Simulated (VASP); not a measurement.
An input for Quantum ESPRESSO's pw.x (written as the equivalent of a VASP run, and not itself run):

```
&CONTROL
  calculation = 'scf'
  pseudo_dir = './pseudo'
  outdir = './out'
  tprnfor = .true.
  tstress = .false.
/
&SYSTEM
  ibrav = 0
  nat = 2
  ntyp = 2
  ecutwfc = 92
  occupations = 'smearing'
  smearing = 'methfessel-paxton'
  degauss = 0.00735
  input_dft = 'hse'
  nqx1 = 2
  nqx2 = 2
  nqx3 = 2
  screening_parameter = 0.1058
/
&ELECTRONS
  conv_thr = 7.3e-08
  electron_maxstep = 100
/
ATOMIC_SPECIES
  Zn 65.380 Zn.upf
  Cu 63.546 Cu.upf
CELL_PARAMETERS angstrom
     3.0090000    0.0000000    0.0000000
     0.0000000    3.0090000    0.0000000
     0.0000000    0.0000000    3.0090000
ATOMIC_POSITIONS crystal
  Zn   0.5000000  0.5000000  0.5000000
  Cu   0.0000000  0.0000000  0.0000000
K_POINTS automatic
  2 2 2 0 0 0
```

Problem. Translate this input to VASP (INCAR, KPOINTS, POSCAR, choice of POTCAR).

Solution. This is not unique; one that fits is 
File KPOINTS:
```
Automatic
0
Gamma
  2 2 2
0 0 0
```

INCAR:
```
SYSTEM = CuZn
PREC = Accurate; ENCUT = 400; LREAL = .FALSE.
LASPH = .TRUE.; ISYM = 3
EDIFF = 1E-6; NELM = 100; ALGO = Normal
LMAXMIX = 4
ISMEAR = 1; SIGMA = 0.1
GGA = PE; LHFCALC = .TRUE.; AEXX = 0.25
HFSCREEN = 0.2; PRECFOCK = Fast
ISIF = 2
LWAVE = .FALSE.; LCHARG = .FALSE.
```

### POSCAR
```
CuZn
1
    3.0090000000     0.0000000000     0.0000000000
    0.0000000000     3.0090000000     0.0000000000
    0.0000000000     0.0000000000     3.0090000000
Zn Cu
1 1
Direct
  0.5000000000   0.5000000000   0.5000000000
  0.0000000000   0.0000000000   0.0000000000
```

POTCAR, in this order: Zn Cu (PBE.64 set). Program: vasp_std.

What does not carry over: the potentials are each code's own (VASP's PAW set, PseudoDojo norm-conserving files in pw.x), so ENCUT and ecutwfc are chosen apart and not converted; conv_thr bounds pw.x's estimated SCF error, while EDIFF bounds the energy change between steps.

The compound is CuZn in the CsCl type structure. The cell was not relaxed at this level. The k-mesh is coarse (spacing up to 1.04 per Å, 2π included), so the numbers may not be converged in it.
